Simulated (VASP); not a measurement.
**Mn2FeN2: equation of state with PBE**

Mn2FeN2:

```
CELL_PARAMETERS angstrom
2.61512 -1.51510 0.00000
2.61512 1.51510 0.00000
-0.01474 0.00000 5.92731
ATOMIC_POSITIONS crystal
Fe 0.00000 0.00000 0.50000
Mn 0.66662 0.66662 0.83307
Mn 0.33338 0.33338 0.16693
N 0.66752 0.66752 0.26244
N 0.33248 0.33248 0.73755
```

The cell comes from a database or a generator and needn't be the stable form of this composition.

```json
{"Program": "VASP 6.6.1", "Task": "equation of state", "Functional": "PBE", "Potentials or basis": "VASP PAW PBE potentials, release 64 (Fe, Mn_pv, N)", "Cutoff": "520 eV", "k mesh": "10 × 10 × 5", "Occupations": "fermi-dirac, width 0.05 eV", "Spin": "collinear spin, ferromagnetic start", "Starting moments": "[3.0, 4.0, 4.0, 0.0, 0.0] μB", "Further INCAR settings": "ALGO = Normal; EDIFF = 1e-07; NBANDS = 34"}
```

The equilibrium volume is 9.33 Å³/atom, the bulk modulus at fixed shape and positions is 218 GPa and the pressure derivative of the bulk modulus is 4.2.

Energy against volume, from the lowest point:
```
volume (Å³/atom)  energy (meV/atom)
           8.830              20.20
           9.018               7.52
           9.206               1.01
           9.394               0.00
           9.582               4.00
           9.770              12.51
           9.958              25.01
```

All runs of the series together: 52 min on 1 thread of Intel(R) Xeon(R) Platinum 8488C (Sapphire Rapids), on a shared host.

Caveat: the cell was scaled at fixed shape and fractional positions, which overstates the stiffness of a crystal with free parameters, most of all of layers and chains.
